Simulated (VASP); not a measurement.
A run of VASP 6.6.1:

INCAR

```
ALGO = Fast
EDIFF = 1E-5
ENCUT = 520
GGA = PE
ISIF = 2
ISMEAR = 0
KPAR = 2
LASPH = T
LCHARG = F
LREAL = Auto
LWAVE = F
NBANDS = 50
NELM = 80
PREC = Normal
SIGMA = 0.15
```

KPOINTS

```
k-points
0
Gamma
  6 6 3
```

The input POSCAR:

```
Sn2H3Br
1.0
    9.5971760000      0.0000000000      0.0000000000
   -2.3992940000      4.1556990000      0.0000000000
    0.0000000000      0.0000000000      9.0918600000
Sn H Br
4 6 2
Direct
    0.3333335000      0.3333330000      0.1199050000
    0.8333335000      0.3333330000      0.1199050000
    0.1666665000      0.6666670000      0.0353680000
    0.6666665000      0.6666670000      0.0353680000
    0.3333335000      0.3333330000      0.3114040000
    0.8333335000      0.3333330000      0.3114040000
    0.0000000000      0.0000000000      0.4365640000
    0.5000000000      0.0000000000      0.4365640000
    0.0000000000      0.0000000000      0.5191480000
    0.5000000000      0.0000000000      0.5191480000
    0.1666665000      0.6666670000      0.7574150000
    0.6666665000      0.6666670000      0.7574150000
```

Potentials or basis: VASP PAW PBE potentials, release 64 (Sn_d, H, Br).

The run is started by

```bash
$ cat potpaw_PBE.64/Sn_d/POTCAR potpaw_PBE.64/H/POTCAR potpaw_PBE.64/Br/POTCAR > POTCAR
$ mpirun -np 2 vasp_std > vasp.out
```

Hardware: 2 MPI ranks on Intel(R) Xeon(R) Platinum 8488C (Sapphire Rapids), with other jobs on the host.

Question: How long does it take, and how much memory?

Answer: Wall time 3.1 min on 2 MPI ranks on Intel(R) Xeon(R) Platinum 8488C (Sapphire Rapids) (shared host), peak memory 0.54 GiB a rank. Counts: scf iterations 14, k points 40.
